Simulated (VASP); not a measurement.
Input:

```
CELL_PARAMETERS angstrom
      4.59471     0.00000     0.00000
      0.00000     4.59471     0.00000
      0.00000     0.00000     2.94372
ATOMIC_POSITIONS crystal
  Ti 0.00000 0.00000 0.00000
  Ti 0.50000 0.50000 0.50000
  O  0.30427 0.30427 0.00000
  O  0.80427 0.19573 0.50000
  O  0.19573 0.80427 0.50000
  O  0.69573 0.69573 0.00000
```

Level of theory: PBEsol GGA, VASP's PBE PAW potentials (set 64) (plane waves; VASP). Settings: 520 eV cut-off, 6×6×8 Γ-centred mesh, tetrahedra with Blöchl corrections, potentials Ti_sv O.

The cores are frozen, which limits the accuracy of field gradients.

Task: Give the principal components of the electric field gradient (V/Å²) and the asymmetry η at each nucleus.

Result: 
```csv
atom,Vxx,Vyy,Vzz,η
Ti1,14.7,5.1,-19.7,0.49
Ti2,14.7,5.1,-19.7,0.49
O3,-19.9,-2.0,21.9,0.82
O4,-19.9,-2.0,21.9,0.82
O5,-19.9,-2.0,21.9,0.82
O6,-19.9,-2.0,21.9,0.82
```

The compound is TiO2 in the rutile structure. It was relaxed first.
